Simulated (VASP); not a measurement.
Cost and result of VASP (PAW) for the bulk modulus of Ti (hcp). Static lattice, third-order Birch-Murnaghan fit over five volumes. The cost counts the five points of the equation of state, each on the mesh and cut-off of its row, so the ratios hold those differences too. With PBE it took about 4 core-minutes. Costs are core time on shared hosts, one run each; read them as rough ratios.

Measured: 108 GPa at 0 K (as given by Vázquez-Parga, Fernández-Martínez, Viñes, J. Chem. Theory Comput. (2023), doi:10.1021/acs.jctc.3c00612, Supporting …; zero-point energy and finite temperature contributions removed).

```json
[
 {"level": "revPBE", "k-mesh": "14×14×8", "cut-off (eV)": "520", "bulk modulus (GPa)": "107", "error (%)": "-1.2", "cost over PBE": "within a factor of 2"},
 {"level": "PBEsol", "k-mesh": "14×14×8", "cut-off (eV)": "520", "bulk modulus (GPa)": "119", "error (%)": "+10.1", "cost over PBE": "within a factor of 2"},
 {"level": "PBE", "k-mesh": "14×14×8", "cut-off (eV)": "520", "bulk modulus (GPa)": "112", "error (%)": "+3.4", "cost over PBE": "reference"},
 {"level": "vdW-DF-cx", "k-mesh": "14×14×8", "cut-off (eV)": "520", "bulk modulus (GPa)": "118", "error (%)": "+9.0", "cost over PBE": "within a factor of 2"},
 {"level": "optB86b-vdW", "k-mesh": "14×14×8", "cut-off (eV)": "520", "bulk modulus (GPa)": "117", "error (%)": "+7.6", "cost over PBE": "within a factor of 2"},
 {"level": "vdW-DF2", "k-mesh": "14×14×8", "cut-off (eV)": "520", "bulk modulus (GPa)": "___", "error (%)": "___", "cost over PBE": "within a factor of 2"},
 {"level": "LDA", "k-mesh": "15×15×8", "cut-off (eV)": "520", "bulk modulus (GPa)": "126", "error (%)": "+16.0", "cost over PBE": "within a factor of 2"},
 {"level": "TPSS", "k-mesh": "14×14×8", "cut-off (eV)": "520", "bulk modulus (GPa)": "118", "error (%)": "___", "cost over PBE": "___"}
]
```

Q: What belongs in the gaps?

A: 
- vdW-DF2, bulk modulus (GPa): 106
- vdW-DF2, error (%): -1.8
- TPSS, error (%): +8.6
- TPSS, cost over PBE: about 9 times

Left out are levels that failed, ran on another kind of processor or have no fit band path; at most nine are shown.

The compound is Ti in the hcp structure.
